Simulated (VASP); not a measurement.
Output of a VASP run:

**OSZICAR**
```
...
DAV:   2    -0.619814411061E+02   -0.23920E-01   -0.24239E-01  2592   0.505E+00    0.120E+00
DAV:   3    -0.619730374044E+02    0.84037E-02   -0.80161E-02  2576   0.510E+00    0.729E-01
DAV:   4    -0.619694545218E+02    0.35829E-02   -0.31784E-02  2696   0.283E+00    0.387E-01
DAV:   5    -0.619692047896E+02    0.24973E-03   -0.80114E-03  2580   0.140E+00    0.343E-01
DAV:   6    -0.619692271961E+02   -0.22406E-04   -0.12843E-02  2624   0.196E+00    0.350E-01
DAV:   7    -0.619683346725E+02    0.89252E-03   -0.40673E-03  2740   0.106E+00    0.456E-02
DAV:   8    -0.619683352189E+02   -0.54634E-06   -0.25033E-04  2496   0.202E-01    0.149E-02
DAV:   9    -0.619683373891E+02   -0.21703E-05   -0.27801E-05  1240   0.697E-02
   3 F= -.61968337E+02 E0= -.61965140E+02  d E =-.113392E+00
       N       E                     dE             d eps       ncg     rms          rms(c)
DAV:   1    -0.619843390770E+02   -0.16004E-01   -0.78761E-01  1740   0.475E+00    0.295E-01
DAV:   2    -0.620074577313E+02   -0.23119E-01   -0.12578E-01  2592   0.621E+00    0.166E+00
DAV:   3    -0.619849719332E+02    0.22486E-01   -0.67334E-02  2792   0.492E+00    0.236E-01
DAV:   4    -0.619853313594E+02   -0.35943E-03   -0.67809E-03  2648   0.111E+00    0.242E-01
DAV:   5    -0.619851255150E+02    0.20584E-03   -0.35350E-03  2548   0.977E-01    0.159E-01
DAV:   6    -0.619849593333E+02    0.16618E-03   -0.92788E-04  2604   0.419E-01    0.657E-02
DAV:   7    -0.619849533756E+02    0.59576E-05   -0.11723E-04  1884   0.753E-02    0.321E-02
DAV:   8    -0.619849516809E+02    0.16948E-05   -0.48061E-05  1712   0.783E-02
   4 F= -.61984952E+02 E0= -.61981912E+02  d E =-.166143E-01
       N       E                     dE             d eps       ncg     rms          rms(c)
DAV:   1    -0.619918357470E+02   -0.68824E-02   -0.14028E+00  1736   0.636E+00    0.437E-01
DAV:   2    -0.620459775696E+02   -0.54142E-01   -0.28534E-01  2640   0.935E+00    0.252E+00
DAV:   3    -0.619927780795E+02    0.53199E-01   -0.15373E-01  2824   0.753E+00    0.332E-01
DAV:   4    -0.619935183973E+02   -0.74032E-03   -0.13635E-02  2636   0.150E+00    0.321E-01
DAV:   5    -0.619931749399E+02    0.34346E-03   -0.63302E-03  2504   0.131E+00    0.214E-01
DAV:   6    -0.619928767976E+02    0.29814E-03   -0.15533E-03  2612   0.549E-01    0.890E-02
DAV:   7    -0.619928686272E+02    0.81704E-05   -0.21729E-04  2324   0.112E-01    0.523E-02
DAV:   8    -0.619928599643E+02    0.86629E-05   -0.12109E-04  2264   0.150E-01    0.701E-03
DAV:   9    -0.619928619214E+02   -0.19571E-05   -0.60891E-06   916   0.244E-02
   5 F= -.61992862E+02 E0= -.61990198E+02  d E =-.245245E-01
       N       E                     dE             d eps       ncg     rms          rms(c)
DAV:   1    -0.619940500772E+02   -0.11901E-02   -0.95650E-01  1728   0.490E+00    0.143E-01
DAV:   2    -0.619968374182E+02   -0.27873E-02   -0.18040E-02  2608   0.198E+00    0.571E-01
DAV:   3    -0.619944846247E+02    0.23528E-02   -0.95507E-03  2544   0.177E+00    0.107E-01
DAV:   4    -0.619945931582E+02   -0.10853E-03   -0.17341E-03  2620   0.554E-01    0.150E-01
DAV:   5    -0.619945354970E+02    0.57661E-04   -0.16281E-03  2556   0.695E-01    0.117E-01
DAV:   6    -0.619944791904E+02    0.56307E-04   -0.82953E-04  2664   0.448E-01    0.597E-02
DAV:   7    -0.619944695796E+02    0.96109E-05   -0.15919E-04  2464   0.161E-01    0.183E-02
DAV:   8    -0.619944688884E+02    0.69116E-06   -0.13858E-05   928   0.482E-02
   6 F= -.61994469E+02 E0= -.61991971E+02  d E =-.160697E-02
```

OUTCAR:
```
------------------------ aborting loop because EDIFF is reached ----------------------------------------
  FORCE on cell =-STRESS in cart. coord.  units (eV):
  Direction    XX          YY          ZZ          XY          YZ          ZX
  --------------------------------------------------------------------------------------
  Total       -5.9352246     -3.6353926      0.0373052     -0.0000000      0.0000000      0.0000000
  in kB      -34.0373952    -20.8482921      0.2139382     -0.0000000      0.0000000      0.0000000
  external PRESSURE =     -18.2239163 kB  Pullay stress =       0.0000000 kB
  volume of cell :      279.38
      direct lattice vectors                 reciprocal lattice vectors
     2.823075724  0.000000000  0.000000000     0.354223584  0.000000000  0.000000000
     0.000000000  3.992432185  0.000000000     0.000000000  0.250473885  0.000000000
     0.000000000  0.000000000 24.787421175     0.000000000  0.000000000  0.040343043
 POSITION                                       TOTAL-FORCE (eV/Angst)
 -----------------------------------------------------------------------------------
      1.41154      0.00000      8.29445        -0.000000     -0.000000     -0.000291
      1.41154      1.99622     10.40078        -0.000000     -0.000000     -0.013123
      1.41154      0.00000     12.39371        -0.000000     -0.000000     -0.000000
      1.41154      1.99622     14.38664        -0.000000     -0.000000      0.013123
      1.41154      0.00000     16.49297        -0.000000     -0.000000      0.000291
      0.00000      1.99622      8.49675         0.000000     -0.000000     -0.013323
      2.82308      0.00000     10.41127        -0.000000      0.000000     -0.023700
      2.82308      1.99622     12.39371        -0.000000     -0.000000     -0.000000
      0.00000      3.99243     14.37615         0.000000     -0.000000      0.023700
      2.82308      1.99622     16.29067        -0.000000      0.000000      0.013323
 -----------------------------------------------------------------------------------
    total drift:                                0.000000      0.000000      0.000000
  FREE ENERGIE OF THE ION-ELECTRON SYSTEM (eV)
  ---------------------------------------------------
  free  energy   TOTEN  =       -61.9944688884 eV

  energy  without entropy=      -61.9869750188  energy(sigma->0) =      -61.99197093

 reached required accuracy - stopping structural energy minimisation
```
(Selected blocks of OUTCAR.)

**POSCAR**
```
CoAl(110) slab
1
    2.8230757235     0.0000000000     0.0000000000
    0.0000000000     3.9924321847     0.0000000000
    0.0000000000     0.0000000000    24.7874211753
Al Co
5 5
Direct
  0.5000000000   0.0000000000   0.3389330000
  0.5000000000   0.5000000000   0.4194670000
  0.5000000000   0.0000000000   0.5000000000
  0.5000000000   0.5000000000   0.5805330000
  0.5000000000   0.0000000000   0.6610670000
  0.0000000000   0.5000000000   0.3389330000
  0.0000000000   0.0000000000   0.4194670000
  0.0000000000   0.5000000000   0.5000000000
  0.0000000000   0.0000000000   0.5805330000
  0.0000000000   0.5000000000   0.6610670000
```

Task: Reconstruct the remaining input files.

Result: This is not unique; one that fits is the input of the run itself, PBEsol GGA, plane waves, VASP's PBE PAW potentials (set 64).

INCAR:
```
! general
SYSTEM  = CoAl(110) slab
PREC    = Normal
ENCUT   = 400
LREAL   = .False.
LASPH   = .True.

! electronic loop
EDIFF   = 1E-5
NELM    = 100
NELMIN  = 4
ALGO    = Normal
LMAXMIX = 4

! smearing
ISMEAR  = 1
SIGMA   = 0.1

! functional
GGA     = PS

! ions
IBRION  = 2
NSW     = 50
ISIF    = 2
EDIFFG  = -0.03

! output
LWAVE   = .True.
LCHARG  = .False.

! other
LDIPOL  = .True.
IDIPOL  = 3
DIPOL   = 0.5 0.5 0.5
```

### KPOINTS
```
Automatic mesh
0
Gamma
10 7 1
0 0 0
```

POTCAR, in this order: Al Co (PBE.64 set). Program: vasp_std.

The cell is a thin slab with vacuum, built from CoAl (CsCl type): (110) face. The run is not spin-polarised, so no magnetic state was tried.
